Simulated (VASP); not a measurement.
## GW on SiC (Moissanite): a test of the settings

Aim: test the GW correction to the gap of SiC (Moissanite). The starting structure is a measured crystal structure from the Crystallography Open Database. Cell and atoms stay as given.

Main program and level: VASP 6.6.1; GW on LDA orbitals, with plane waves and PAW data sets made for GW.

## Step 1: The starting structure

Symmetry: P6_3mc, No. 186, hexagonal system. The conventional cell has a = 3.076 Å, b = 3.076 Å, c = 5.048 Å, α = 90.00°, β = 90.00°, γ = 120.00°. Nearest to Si lie 4 C at 1.87 to 1.94 Å. Nearest to C lie 4 Si at 1.87 to 1.94 Å. Farther neighbours are not listed.

Structure file:

```cif
data_structure
_symmetry_space_group_name_H-M 'P6_3mc'
_symmetry_Int_Tables_number 186
_cell_length_a 3.0760
_cell_length_b 3.0760
_cell_length_c 5.0480
_cell_angle_alpha 90.000
_cell_angle_beta 90.000
_cell_angle_gamma 120.000
_cell_volume 41.36
loop_
_atom_site_label
_atom_site_type_symbol
_atom_site_symmetry_multiplicity
_atom_site_Wyckoff_symbol
_atom_site_fract_x
_atom_site_fract_y
_atom_site_fract_z
_atom_site_occupancy
Si1 Si 2 b 0.66667 0.33333 0.50000 1
C1 C 2 b 0.66667 0.33333 0.88500 1
```

## Step 2: G0W0 (response cutoff 100 eV, 4×4×2 mesh)

It reads the orbitals and their derivatives (WAVECAR and WAVEDER) of a run with the empty bands, which follows a ground-state run; neither is shown.

INCAR reads:

```
SYSTEM = SiC
PREC = Accurate
ENCUT = 440
ISMEAR = 0
SIGMA = 0.01
LREAL = .FALSE.
GGA = CA
NBANDS = 96
ALGO = EVGW0
NELMGW = 1
ENCUTGW = 100
NOMEGA = 40
PRECFOCK = Fast
NBANDSGW = 16
LWAVE = .FALSE.
LCHARG = .FALSE.
```

POSCAR reads:

```
SiC
1.0
    3.0760000000      0.0000000000      0.0000000000
   -1.5380000000      2.6638941420      0.0000000000
    0.0000000000      0.0000000000      5.0480000000
Si C
2 2
Direct
    0.6666666667      0.3333333333      0.5000000000
    0.3333333333      0.6666666667      0.0000000000
    0.6666666667      0.3333333333      0.8850000000
    0.3333333333      0.6666666667      0.3850000000
```

KPOINTS reads:

```
Automatic mesh
0
Gamma
4 4 2
0 0 0
```

PAW data sets: Si_GW and C_GW (LDA family, release 64).

Run with:

```bash
$ mpirun -np 8 vasp_std
```

The log of the run:

```text
[banner, memory and clock lines left out]
running    8 mpi-ranks, on    1 nodes
 distrk:  each k-point on    8 cores,    1 groups
 distr:  one band on    1 cores,    8 groups

 POSCAR found type information on POSCAR SiC
 POSCAR found :  2 types and       4 ions
|                                                                             |
|           W    W    AA    RRRRR   N    N  II  N    N   GGGG   !!!           |
|           W    W   A  A   R    R  NN   N  II  NN   N  G    G  !!!           |
|           W    W  A    A  R    R  N N  N  II  N N  N  G       !!!           |
|           W WW W  AAAAAA  RRRRR   N  N N  II  N  N N  G  GGG   !            |
|           WW  WW  A    A  R   R   N   NN  II  N   NN  G    G                |
|           W    W  A    A  R    R  N    N  II  N    N   GGGG   !!!           |
|                                                                             |
|     For optimal performance we recommend to set                             |
|       NCORE = 2 up to number-of-cores-per-socket                            |
|     NCORE specifies how many cores store one orbital (NPAR=cpu/NCORE).      |
|     This setting can greatly improve the performance of VASP for DFT.       |
|     The default, NCORE=1 might be grossly inefficient on modern             |
|     multi-core architectures or massively parallel machines. Do your        |
|     Unfortunately you need to use the default for GW and RPA                |
|     calculations (for HF NCORE is supported but not extensively tested      |
|     yet).                                                                   |
|                                                                             |

|                                                                             |
|           W    W    AA    RRRRR   N    N  II  N    N   GGGG   !!!           |
|           W    W   A  A   R    R  NN   N  II  NN   N  G    G  !!!           |
|           W    W  A    A  R    R  N N  N  II  N N  N  G       !!!           |
|           W WW W  AAAAAA  RRRRR   N  N N  II  N  N N  G  GGG   !            |
|           WW  WW  A    A  R   R   N   NN  II  N   NN  G    G                |
|           W    W  A    A  R    R  N    N  II  N    N   GGGG   !!!           |
|                                                                             |
|     The default for ENCUTGWSOFT is different in this version of VASP.       |
|     please manually set ENCUTGWSOFT =100 in the INCAR file.                 |
|                                                                             |

 LDA part: xc-table for (Slater(with rela. corr.)+CA(PZ))
 , standard interpolation
 found WAVECAR, reading the header
 POSCAR, INCAR and KPOINTS ok, starting setup
 FFT: planning ... GRIDC
 FFT: planning ... GRID_SOFT
 FFT: planning ... GRID
 reading WAVECAR
 the WAVECAR file was read successfully
 initial charge from wavefunction
 available memory per node:     70.78 GB, setting MAXMEM to     72481

 The Fermi energy was updated, please check that it is located mid-gap
 values below the HOMO (VB) or above the LUMO (CB) will cause erroneous energies
 E-fermi :   9.2955

 calculate exact exchange contribution
 the WAVEDER file was read successfully
energies w=
    0.000    0.000    1.023    0.000    2.040    0.000    3.045    0.000
    4.034    0.000    5.004    0.000    5.953    0.000    6.882    0.000
    7.789    0.000    8.679    0.000    9.552    0.000   10.413    0.000
   11.266    0.000   12.115    0.000   12.965    0.000   13.820    0.000
   14.688    0.000   15.574    0.000   16.485    0.000   17.430    0.000
   18.417    0.000   19.460    0.000   20.569    0.000   21.761    0.000
   23.056    0.000   24.478    0.000   26.060    0.000   27.840    0.000
   29.875    0.000   32.237    0.000   35.029    0.000   38.396    0.000
   42.555    0.000   47.838    0.000   54.789    0.000   64.355    0.000
   78.340    0.000  100.671    0.000  141.814    0.000  242.082    0.000
 responsefunction array rank=     104
 LDA part: xc-table for (Slater(with rela. corr.)+CA(PZ))
 , standard interpolation

 min. memory requirement per mpi rank     60.9 MB, per node    487.5 MB

 allocating   5 responsefunctions rank=   104
 shmem allocating  40 responsefunctions rank=   104
 response function shared by NCSHMEM nodes    1
 Doing            5  frequencies on each core in blocks of           40
NQ=   1    0.0000    0.0000    0.0000,
|.........|.........|.........|.........|.........|.........|.........|.........
 performed         69000 updates of chi_q(r,r)
 total number of BLAS operations          5.46 Gflops
NQ=   2    0.2500    0.0000    0.0000,
|.........|.........|.........|.........|.........|.........|.........|.........
 performed        193000 updates of chi_q(r,r)
 total number of BLAS operations         14.29 Gflops
NQ=   3    0.5000    0.0000    0.0000,
|.........|.........|.........|.........|.........|.........|.........|.........
 performed        299000 updates of chi_q(r,r)
 total number of BLAS operations         21.19 Gflops
NQ=   4    0.2500    0.2500    0.0000,
|.........|.........|.........|.........|.........|.........|.........|.........
 performed        442000 updates of chi_q(r,r)
 total number of BLAS operations         30.69 Gflops
NQ=   5    0.0000    0.0000    0.5000,
|.........|.........|.........|.........|.........|.........|.........|.........
 performed        511000 updates of chi_q(r,r)
 total number of BLAS operations         36.71 Gflops
NQ=   6    0.2500    0.0000    0.5000,
|.........|.........|.........|.........|.........|.........|.........|.........
 performed        635000 updates of chi_q(r,r)
 total number of BLAS operations         45.54 Gflops
NQ=   7    0.5000    0.0000    0.5000,
|.........|.........|.........|.........|.........|.........|.........|.........
 performed        741000 updates of chi_q(r,r)
 total number of BLAS operations         51.56 Gflops
NQ=   8    0.2500    0.2500    0.5000,
|.........|.........|.........|.........|.........|.........|.........|.........
 performed        884000 updates of chi_q(r,r)
 total number of BLAS operations         61.69 Gflops
 resolving degeneracies of screened two electron integrals

 calculate QP shifts <psi_nk| G(iteration)W_0 |psi_nk>: iteration 1
 entering main loop
```

The job ended after 33 s (8 MPI ranks of AMD EPYC 7R43, shared host; peak memory 0.71 GiB).

Lines that name or quote the potential files are left out of all logs, and their timing lines are given in words.

From OUTCAR (step 2):

```text
ion  position               nearest neighbor table
   1  0.667  0.333  0.500-   4 1.87   4 1.87   4 1.87   3 1.94   2 3.09   2 3.09   2 3.09   2 3.09
                             2 3.09   2 3.09
   2  0.333  0.667  0.000-   3 1.87   3 1.87   3 1.87   4 1.94   1 3.09   1 3.09   1 3.09   1 3.09
                             1 3.09   1 3.09
   3  0.667  0.333  0.885-   2 1.87   2 1.87   2 1.87   1 1.94
   4  0.333  0.667  0.385-   1 1.87   1 1.87   1 1.87   2 1.94

  LATTYP: Found a hexagonal cell.
 ALAT       =     3.0760000000
 C/A-ratio  =     1.6410923277

 Subroutine GETGRP returns: Found 12 space group operations
 (whereof  6 operations were pure point group operations)

The static configuration has the point symmetry C_3v.
 The point group associated with its full space group is C_6v.

 Found      8 irreducible k-points:

   k-points           NKPTS =      8   k-points in BZ     NKDIM =     32   number of bands    NBANDS=     96

   dimension x,y,z NGX =    24 NGY =   24 NGZ =   36
   dimension x,y,z NGXF=    48 NGYF=   48 NGZF=   72

   ENCUT  =  440.0 eV  32.34 Ry    5.69 a.u.   5.26  5.26  8.63*2*pi/ulx,y,z

   NELECT =      16.0000    total number of electrons

  energy-cutoff  :      440.00
  volume of cell :       41.36
      direct lattice vectors                 reciprocal lattice vectors
     3.076000000  0.000000000  0.000000000     0.325097529  0.187695146  0.000000000
    -1.538000000  2.663894142  0.000000000     0.000000000  0.375390292  0.000000000
     0.000000000  0.000000000  5.048000000     0.000000000  0.000000000  0.198098257

 k-points in reciprocal lattice and weights: Automatic mesh
   0.00000000  0.00000000  0.00000000       0.031
   0.25000000  0.00000000  0.00000000       0.188
   0.50000000  0.00000000  0.00000000       0.094
   0.25000000  0.25000000  0.00000000       0.188
   0.00000000  0.00000000  0.50000000       0.031
   0.25000000  0.00000000  0.50000000       0.188
   0.50000000  0.00000000  0.50000000       0.094
   0.25000000  0.25000000  0.50000000       0.188

 E-fermi :   9.2955

 QP shifts <psi_nk| G(iteration)W_0 |psi_nk>: iteration 1
 for sc-GW calculations column KS-energies equals QP-energies in previous step
 and V_xc(KS)=  KS-energies - (<T + V_ion + V_H > + <T+V_H+V_ion>^1  + <V_x>^1)
 k-point   1 :       0.0000    0.0000    0.0000
  band No.  KS-energies  QP-energies   sigma(KS)   V_xc(KS)     V^pw_x(r,r')   Z            occupation Imag(sigma)
    ...
      5       6.5098       6.2126     -14.9699     -14.5898     -17.6839       0.7820       2.0000       0.1066
      6       7.7957       7.6458     -15.2914     -15.1007     -17.6899       0.7862       2.0000       0.0943
      7       7.7957       7.6458     -15.2914     -15.1007     -17.6899       0.7862       2.0000       0.0943
      8       8.0628       7.9578     -15.0594     -14.9260     -17.1891       0.7876       2.0000       0.0873
      9      12.6285      13.4821     -11.4064     -12.4836      -6.7921       0.7925       0.0000      -0.1248
     10      14.0878      14.9126     -11.8075     -12.8676      -6.8567       0.7780       0.0000      -0.1470
     11      14.4345      15.3493     -10.4730     -11.6290      -5.5886       0.7914       0.0000      -0.1461
     12      14.4345      15.3493     -10.4730     -11.6290      -5.5886       0.7914       0.0000      -0.1461
    ...

 k-point   2 :       0.2500    0.0000    0.0000
  band No.  KS-energies  QP-energies   sigma(KS)   V_xc(KS)     V^pw_x(r,r')   Z            occupation Imag(sigma)
    ...
      5       4.8762       4.4593     -14.8223     -14.2792     -17.9567       0.7677       2.0000       0.1395
      6       5.3065       4.9078     -14.5308     -14.0165     -17.4802       0.7752       2.0000       0.1235
      7       7.1284       6.9265     -14.6074     -14.3507     -16.8547       0.7866       2.0000       0.0928
      8       7.1716       6.9521     -15.1353     -14.8557     -17.6797       0.7852       2.0000       0.0997
      9      11.8273      12.5764     -10.3205     -11.2550      -5.8768       0.8016       0.0000      -0.1168
     10      13.6740      14.4961     -10.4305     -11.4690      -5.6062       0.7917       0.0000      -0.1414
     11      14.9917      15.9593     -11.7327     -12.9766      -6.6523       0.7779       0.0000      -0.1555
     12      15.6409      16.5847     -10.5154     -11.7179      -5.3257       0.7848       0.0000      -0.1733
    ...

 k-point   3 :       0.5000    0.0000    0.0000
  band No.  KS-energies  QP-energies   sigma(KS)   V_xc(KS)     V^pw_x(r,r')   Z            occupation Imag(sigma)
    ...
      5       2.6052       2.0820     -13.5628     -12.8699     -17.1140       0.7550       2.0000       0.2124
      6       4.5095       4.0481     -14.3794     -13.7801     -17.5598       0.7698       2.0000       0.1401
      7       4.7621       4.3823     -13.3616     -12.8728     -15.8838       0.7769       2.0000       0.1202
      8       6.5783       6.2963     -14.9969     -14.6358     -17.7026       0.7810       2.0000       0.1071
      9      10.5282      11.2043     -10.1146     -10.9506      -5.8795       0.8087       0.0000      -0.1068
     10      12.1644      12.9390     -11.0670     -12.0403      -6.8053       0.7958       0.0000      -0.1141
     11      14.7157      15.6348     -11.2335     -12.3961      -6.3972       0.7905       0.0000      -0.1427
     12      15.1573      16.0289     -10.2499     -11.3504      -5.2360       0.7920       0.0000      -0.1582
    ...

 k-point   4 :       0.2500    0.2500    0.0000
  band No.  KS-energies  QP-energies   sigma(KS)   V_xc(KS)     V^pw_x(r,r')   Z            occupation Imag(sigma)
    ...
      5       2.5529       2.0262     -13.3441     -12.6485     -16.7984       0.7573       2.0000       0.2054
      6       3.0998       2.5961     -14.3488     -13.6843     -17.9383       0.7581       2.0000       0.1915
      7       4.8293       4.4112     -14.2314     -13.6899     -17.1991       0.7720       2.0000       0.1323
      8       5.4125       5.0601     -14.0415     -13.5881     -16.6588       0.7773       2.0000       0.1165
      9      11.1319      11.7633      -9.7677     -10.5503      -5.4893       0.8070       0.0000      -0.1106
     10      14.5763      15.4814     -11.0157     -12.1645      -6.1793       0.7879       0.0000      -0.1529
     11      15.5492      16.5882     -11.3353     -12.6638      -6.2188       0.7821       0.0000      -0.1668
     12      15.7797      16.8340     -11.3902     -12.7418      -6.1773       0.7800       0.0000      -0.1797
    ...

[... 4 further parts left out ...]
```

G0W0 (response cutoff 100 eV, 4×4×2 mesh): the quasiparticle gap on this mesh is 3.247 eV, +0.781 eV from the LDA gap on the same points, with 96 bands.

## Step 3: G0W0 (response cutoff 160 eV, 4×4×2 mesh)

It reads the orbitals and their derivatives (WAVECAR and WAVEDER) of a run with the empty bands, which follows a ground-state run; neither is shown.

INCAR, as its differences from that of step 2:

```diff
@@ -7,6 +7,6 @@
 GGA = CA
-NBANDS = 96
+NBANDS = 192
 ALGO = EVGW0
 NELMGW = 1
-ENCUTGW = 100
+ENCUTGW = 160
 NOMEGA = 40
```

POSCAR is that of step 2.

KPOINTS is that of step 2.

Run with:

```bash
$ mpirun -np 8 vasp_std
```

The log of the run:

```text
[banner, memory and clock lines left out]
running    8 mpi-ranks, on    1 nodes
[...]
[... a notice as in an earlier step ...]

|                                                                             |
|           W    W    AA    RRRRR   N    N  II  N    N   GGGG   !!!           |
|           W    W   A  A   R    R  NN   N  II  NN   N  G    G  !!!           |
|           W    W  A    A  R    R  N N  N  II  N N  N  G       !!!           |
|           W WW W  AAAAAA  RRRRR   N  N N  II  N  N N  G  GGG   !            |
|           WW  WW  A    A  R   R   N   NN  II  N   NN  G    G                |
|           W    W  A    A  R    R  N    N  II  N    N   GGGG   !!!           |
|                                                                             |
|     The default for ENCUTGWSOFT is different in this version of VASP.       |
|     please manually set ENCUTGWSOFT =160 in the INCAR file.                 |
|                                                                             |

[...]
total number of BLAS operations        175.64 Gflops
NQ=   4    0.2500    0.2500    0.0000,
|.........|.........|.........|.........|.........|.........|.........|.........
 performed        903000 updates of chi_q(r,r)
 total number of BLAS operations        264.10 Gflops
NQ=   5    0.0000    0.0000    0.5000,
|.........|.........|.........|.........|.........|.........|.........|.........
 performed       1046000 updates of chi_q(r,r)
 total number of BLAS operations        305.50 Gflops
NQ=   6    0.2500    0.0000    0.5000,
|.........|.........|.........|.........|.........|.........|.........|.........
 performed       1299000 updates of chi_q(r,r)
 total number of BLAS operations        377.31 Gflops
NQ=   7    0.5000    0.0000    0.5000,
|.........|.........|.........|.........|.........|.........|.........|.........
 performed       1516000 updates of chi_q(r,r)
 total number of BLAS operations        441.33 Gflops
NQ=   8    0.2500    0.2500    0.5000,
|.........|.........|.........|.........|.........|.........|.........|.........
 performed       1806000 updates of chi_q(r,r)
 total number of BLAS operations        525.32 Gflops
 resolving degeneracies of screened two electron integrals

 calculate QP shifts <psi_nk| G(iteration)W_0 |psi_nk>: iteration 1
 entering main loop
[key lines of the parts left out:]
E-fermi :   9.2955
```

The job ended after 72 s (8 MPI ranks; peak memory 1.1 GiB).

OUTCAR, selected parts (step 3):

```text
 QP shifts <psi_nk| G(iteration)W_0 |psi_nk>: iteration 1
 for sc-GW calculations column KS-energies equals QP-energies in previous step
 and V_xc(KS)=  KS-energies - (<T + V_ion + V_H > + <T+V_H+V_ion>^1  + <V_x>^1)
 k-point   1 :       0.0000    0.0000    0.0000
  band No.  KS-energies  QP-energies   sigma(KS)   V_xc(KS)     V^pw_x(r,r')   Z            occupation Imag(sigma)
    ...
      5       6.5098       5.9263     -15.3385     -14.5898     -17.6839       0.7793       2.0000       0.1176
      6       7.7957       7.3342     -15.6902     -15.1007     -17.6899       0.7829       2.0000       0.1081
      7       7.7957       7.3342     -15.6902     -15.1007     -17.6899       0.7829       2.0000       0.1081
      8       8.0628       7.6495     -15.4524     -14.9260     -17.1891       0.7851       2.0000       0.1013
      9      12.6285      13.2657     -11.6777     -12.4836      -6.7921       0.7907       0.0000      -0.1150
     10      14.0878      14.6714     -12.1153     -12.8676      -6.8567       0.7757       0.0000      -0.1380
     11      14.4345      15.1713     -10.6966     -11.6290      -5.5886       0.7902       0.0000      -0.1368
     12      14.4345      15.1713     -10.6966     -11.6290      -5.5886       0.7902       0.0000      -0.1368
    ...

[... 1 part as in an earlier step ...]

[... 2 further parts left out ...]
[key lines of the parts left out:]
E-fermi :   9.2955
```

G0W0 (response cutoff 160 eV, 4×4×2 mesh): the quasiparticle gap on this mesh is 3.404 eV, +0.938 eV from the LDA gap on the same points, with 192 bands.

(Part 1 of 2 ends here.)

[Lines on the potential files, build, host, timing and source positions are cut from VASP's logs without a mark.]

[Logs are printed without paths, hosts, clocks, repeated set-up lines and the standing remarks that a program may print on its own settings, such as how far it seeks lower states.]

[Hosts, paths, dates, database ids (printed as entryN), source tags and the programs' standing remarks are cut or masked in the printed files.]
